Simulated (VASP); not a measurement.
Input for VASP

INCAR:
```
ALGO = Normal
EDIFF = 1E-7
EDIFFG = -0.01
ENCUT = 480
GGA = PS
IBRION = 2
ISIF = 3
ISMEAR = 0
LASPH = .TRUE.
LCHARG = .FALSE.
LMAXMIX = 4
LREAL = .FALSE.
LWAVE = .FALSE.
NELM = 100
NSW = 40
PREC = Accurate
PSTRESS = 200
SIGMA = 0.05
SYSTEM = GaAs
```

KPOINTS:
```
Automatic
0
Gamma
8 8 8
0 0 0
```

### POSCAR
```
GaAs
1
    0.0000000000     2.6597910840     2.6597910840
    2.6597910840     0.0000000000     2.6597910840
    2.6597910840     2.6597910840     0.0000000000
Ga As
1 1
Direct
  0.0000000000   0.0000000000   0.0000000000
  0.2500000000   0.2500000000   0.2500000000
```

POTCAR, in this order: Ga_d As (PBE.64 set). Program: vasp_std.

Q: Write an equivalent input for Ansatz.

A: One equivalent input (not run):
Ansatz 0.2 input:
```yaml
crystal:
  lattice:
    - [0.0000000, 2.6597911, 2.6597911]
    - [2.6597911, 0.0000000, 2.6597911]
    - [2.6597911, 2.6597911, 0.0000000]
  atoms:
    - { symbol: Ga, position: [0.0000000, 0.0000000, 0.0000000] }
    - { symbol: As, position: [0.2500000, 0.2500000, 0.2500000] }
kpoints:
  mp_grid: { grid: [8, 8, 8] }
hamiltonian:
  xc: pbesol
  pseudopotentials: { kind: paw }
scf:
  occupations: { method: gaussian, width: 0.05 }
  max_iter: 100
relax:
  max_steps: 40
  f_tol: 0.01
  cell: { p_target: 20 }
output: { forces: true, stress: true, eigenvalues: true }
```
What does not carry over: each code has its own PAW files, so the cut-off isn't converted (ENCUT is set for VASP's; basis.ecutwfc is left out, and Ansatz then takes the one that its files recommend); Ansatz stops its SCF on the density residual and VASP on the energy change (EDIFF).

The compound is GaAs in the zinc blende structure. It was relaxed first under an external pressure of 20 GPa.
